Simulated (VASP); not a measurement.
These are LDA (Ceperley-Alder, Perdew-Zunger), VASP's LDA PAW potentials (set 64) (plane waves; VASP) values and carry that method's errors.

The input files of a VASP run:

**POSCAR**
```
Fe2Ge
9.651460
  0.4152229742   0.0000000000   0.0000000000
 -0.2076114871   0.3595936053   0.0000000000
  0.0000000000   0.0000000000   0.5000000092
Fe Ge
4 2
Cart
  0.0000000000   0.0000000000   0.0000000000
  0.0000000000   0.0000000000   0.2500000046
  0.2076116947   0.1198644152   0.3750000069
 -0.0000002076   0.2397291901   0.1250000023
  0.2076116947   0.1198644152   0.1250000023
 -0.0000002076   0.2397291901   0.3750000069
```

INCAR:
```
! general
SYSTEM   =  Fe2Ge
PREC     =  Accurate
ENCUT    =  400
LREAL    =  .FALSE.
LASPH    =  .TRUE.

! electronic loop
EDIFF    =  1E-7
NELM     =  100
ALGO     =  Normal
LMAXMIX  =  4

! smearing
ISMEAR   =  -5

! spin
ISPIN    =  2

! ions
ISIF     =  2

! output
LWAVE    =  .FALSE.
LCHARG   =  .TRUE.
LORBIT   =  11
NEDOS    =  601

! other
LEFG     =  .TRUE.
```

**KPOINTS**
```
Automatic mesh
0
Gamma
10 10 7
0 0 0
```

POTCAR, in this order: Fe Ge_d (LDA.64 set). Program: vasp_std. The INCAR's line for the spin-polarised start is left out here.

The run has a spin-polarised start.

Task: What does the run give for the energy per atom (σ→0), cell moment, band gap (on the k-mesh)?

Result: 
```json
{
  "energy per atom (σ→0)": "-8.017 eV/atom",
  "cell_moment": "5.87 μB",
  "band gap (on the k-mesh)": "none (metal, semimetal or under 0.01 eV)"
}
```

OSZICAR:
```
...
DAV:  28    -0.480995056464E+02    0.97096E-06   -0.63931E-08  4584   0.175E-03    0.752E-04
DAV:  29    -0.480995043667E+02    0.12797E-05   -0.30882E-08  4473   0.114E-03    0.122E-03
DAV:  30    -0.480995051703E+02   -0.80359E-06   -0.10332E-08  4452   0.132E-03    0.736E-04
DAV:  31    -0.480995062073E+02   -0.10371E-05   -0.56333E-09  4403   0.883E-04    0.180E-04
DAV:  32    -0.480995065813E+02   -0.37393E-06   -0.31730E-09  4410   0.345E-04    0.949E-05
DAV:  33    -0.480995063945E+02    0.18676E-06   -0.10910E-09  4403   0.419E-04    0.656E-05
DAV:  34    -0.480995063565E+02    0.38051E-07   -0.11683E-10  4410   0.631E-05
   1 F= -.48099506E+02 E0= -.48099506E+02  d E =0.000000E+00  mag=     5.8704
```

The structure comes from a computed database's Fe2Ge entry (P6_3/mmc); how it stands against other phases isn't given here. It was relaxed first, which changed the volume by -9 %.
